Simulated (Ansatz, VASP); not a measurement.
SrMg in VASP and in Ansatz

The input INCAR:

```
SYSTEM = SrMg
ALGO     = Normal         ! electronic algorithm
EDIFF    = 1E-8           ! SCF threshold, eV
ENCUT    = 520            ! plane-wave cutoff, eV
ISIF     = 2              ! what is computed and relaxed
ISMEAR   = -1             ! smearing method
LASPH    = .True.         ! aspherical terms in the spheres
LCHARG   = .False.        ! write CHGCAR
LEFG     = .True.       
LREAL    = .False.        ! projectors in reciprocal space
LWAVE    = .False.        ! write WAVECAR
NBANDS   = 13             ! bands
NELM     = 60             ! most SCF steps
PREC     = Accurate       ! precision mode
SIGMA    = 0.05           ! smearing width, eV
```

KPOINTS

```
k-points
0
Gamma
  9 9 9
  0 0 0
```

The input POSCAR:

```
SrMg
1.0
    3.9129569058      0.0000000000      0.0000000000
    0.0000000000      3.9129569058      0.0000000000
    0.0000000000      0.0000000000      3.9129569058
Sr Mg
1 1
Direct
    0.5000000000      0.5000000000      0.5000000000
    0.0000000000      0.0000000000      0.0000000000
```

Input for Ansatz:

```yaml
crystal:
  lattice:
    - [3.9129569058, 0.0, 0.0]
    - [0.0, 3.9129569058, 0.0]
    - [0.0, 0.0, 3.9129569058]
  atoms:
    - { symbol: Sr, position: [0.5, 0.5, 0.5] }
    - { symbol: Mg, position: [0.0, 0.0, 0.0] }
kpoints:
  mp_grid: { grid: [9, 9, 9] }
scf:
  occupations: { method: fermi_dirac, width: 0.05 }
hamiltonian:
  xc: lda
  pseudopotentials: { kind: paw }
output:
  forces: true
  stress: true
  eigenvalues: true
  efg: { contact_densities: true }
  write_density: true
  write_potential: true
  elf: true
  volumetric_format: npy
```

Change from the starting cell: volume scaled by 1.01, PAW files.

Alike in both runs: task electric field gradients; functional LDA; k mesh 9 × 9 × 9; occupations fermi-dirac, width 0.05 eV; no spin polarisation.

|  | VASP | Ansatz |
| --- | --- | --- |
| version | VASP 6.6.1 | Ansatz 0.2.0 |
| potentials or method | VASP PAW LDA potentials, release 64 (Sr_sv, Mg) | PAW with Ansatz's default frozen-core files, scalar-relativistic |
| plane-wave cutoff (eV) | 520 | 420 |
| valence electrons in the cell | 12 | 20 |

```csv
,VASP,Ansatz,Ansatz less VASP
pressure (GPa),2.9,3.1,+0.15
Vzz of the field gradient on the site that differs most (V/Å²),0.0,0.0,0.00
```

The two sets of potentials don't hold the same shells in valence. Ansatz warned: «gradients_without_spin_orbit».
